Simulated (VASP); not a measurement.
Input:

```
CELL_PARAMETERS angstrom
      4.77031     0.00000     0.00000
      0.00000     4.77031     0.00000
      0.00000     0.00000     3.21996
ATOMIC_POSITIONS crystal
  Sn 0.00000 0.00000 0.00000
  Sn 0.50000 0.50000 0.50000
  O  0.30638 0.30638 0.00000
  O  0.80638 0.19362 0.50000
  O  0.19362 0.80638 0.50000
  O  0.69362 0.69362 0.00000
```

Calculation: PBEsol GGA, VASP's PBE PAW potentials (set 64) (plane waves; VASP). Numerical set-up: 530 eV cut-off, 4×4×6 Γ-centred mesh, Gaussian smearing of 0.050 eV, potentials Sn_d O.

Unless said otherwise, spin-orbit coupling is left out, though it shifts the bands of the heavy elements here.

**Question.** What does the run give for the energy per atom (σ→0), band gap (on the k-mesh) with the smallest direct gap where there is one?

**Answer.** 
```json
{
 "band gap (on the k-mesh)": "0.87 eV",
 "smallest direct gap (on the k-mesh)": "0.87 eV",
 "energy per atom (σ→0)": "-6.612 eV/atom"
}
```

Total energies compare only between runs with the same potentials, cut-off and functional.

The compound is SnO2 in the rutile structure. It was relaxed first. The start is the result of an earlier pass.
